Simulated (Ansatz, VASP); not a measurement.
# MgZnTe2 in VASP and in Ansatz

```xyz
4
Lattice="4.5197 0.0000 0.0000 0.0000 4.5197 0.0000 0.0000 0.0000 6.4664" Properties=species:S:1:pos:R:3 pbc="T T T"
Mg    0.0000    0.0000    0.0000
Te    0.0000    2.2598    1.7132
Te    2.2598    0.0000    4.7532
Zn    2.2598    2.2598    3.2332
```

Alike in both runs: task single point; functional r2SCAN; k mesh 6 × 6 × 4; no spin polarisation.

```csv
,VASP,Ansatz
version,VASP 6.6.1,Ansatz 0.2.0
potentials or method,"VASP PAW PBE potentials, release 64 (Mg, Te, Zn)","plane waves, PAW"
plane-wave cutoff (eV),520,500
occupations,"gaussian, width 0.01 eV",fixed
valence electrons in the cell,26,54
```

```tsv
	VASP	Ansatz	Ansatz less VASP
gap on the k mesh at the Fermi level (eV)	1.88	1.89	+0.006
pressure (GPa)	-2.2	-2.2	+0.01
largest component of the traceless stress (GPa)	0.05	0.04	-0.014
rms of the force components (eV/Å)	0.004	0.003	-0.0014
```

The two sets of potentials don't hold the same shells in valence.

Caveats: the PAW data sets were made with another functional, which shifts forces and pressure a little (VASP); spin-orbit coupling is left out, which moves the levels of the heavy elements. r2SCAN opens gaps a little over a GGA but as a rule still falls short of measured ones. A k mesh can miss the band edges.
